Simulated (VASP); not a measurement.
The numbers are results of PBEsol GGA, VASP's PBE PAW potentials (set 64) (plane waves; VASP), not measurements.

VASP ran on this input.

INCAR:
```
# general
SYSTEM  = Zr2Al
PREC    = Accurate
ENCUT   = 300   # plane-wave cut-off (eV)
LREAL   = .False.
LASPH   = .True.   # aspherical one-centre terms

# electronic loop
EDIFF   = 1E-6   # SCF stop (eV)
NELM    = 100
ALGO    = Normal   # blocked Davidson
LMAXMIX = 4   # l cut-off of mixed one-centre charges

# smearing
ISMEAR  = 0
SIGMA   = 0.1   # width (eV)

# functional
GGA     = PS   # PBEsol

# ions
ISIF    = 2   # forces and stress, cell fixed

# output
LWAVE   = .False.
LCHARG  = .False.
```

### KPOINTS
```
Automatic mesh
0
Gamma
5 5 5
0 0 0
```

### POSCAR
```
Zr2Al
5.3950980
 -0.6181874731   0.6181874731   0.4854777429
  0.6181874731  -0.6181874731   0.4854777429
  0.6181874731   0.6181874731  -0.4854777429
Zr Al
4 2
Cartesian
  0.1871871669   0.4310003063   0.0000000000
  0.4310003063   0.1871871669   0.4854777429
  0.8053746400   0.1871871669   0.0000000000
 -0.1871871669   0.4310003063   0.4854777429
  0.0000000000   0.0000000000   0.2427388715
 -0.0000000000   0.0000000000   0.7282166144
```

POTCAR, in this order: Zr_sv Al (PBE.64 set). Program: vasp_std.

At this cut-off the stress carries a Pulay error, which pulls relaxed volumes low.

Problem. Estimate the energy per atom (σ→0), pressure, largest force, band gap (on the k-mesh).

Solution. 
```yaml
energy per atom (σ→0): -7705 meV/atom
band gap (on the k-mesh): none (metal, semimetal or under 0.01 eV)
pressure: 51.3 kbar
largest_force: 0.077 eV/Å
```

**OSZICAR**
```
...
DAV:   7    -0.462595297587E+02    0.21154E+00   -0.17021E+00  1808   0.602E+00    0.247E+00
DAV:   8    -0.462472361513E+02    0.12294E-01   -0.13131E-01  1520   0.161E+00    0.106E+00
DAV:   9    -0.462464475485E+02    0.78860E-03   -0.16592E-02  1608   0.791E-01    0.287E-01
DAV:  10    -0.462462516402E+02    0.19591E-03   -0.27210E-03  1432   0.294E-01    0.517E-02
DAV:  11    -0.462462517365E+02   -0.96376E-07   -0.17120E-04  1720   0.762E-02    0.298E-02
DAV:  12    -0.462462462120E+02    0.55246E-05   -0.72711E-06  1528   0.154E-02    0.951E-03
DAV:  13    -0.462462466529E+02   -0.44091E-06   -0.23123E-06  1120   0.850E-03
   1 F= -.46246247E+02 E0= -.46228936E+02  d E =-.346221E-01
```

The structure comes from a computed database's Zr2Al entry (I4/mcm); how it stands against other phases isn't given here. The cell was not relaxed at this level, and its volume differs by -5.9 % from the start's. The k-mesh is coarse (spacing up to 0.31 per Å, 2π included), so the numbers may not be converged in it.
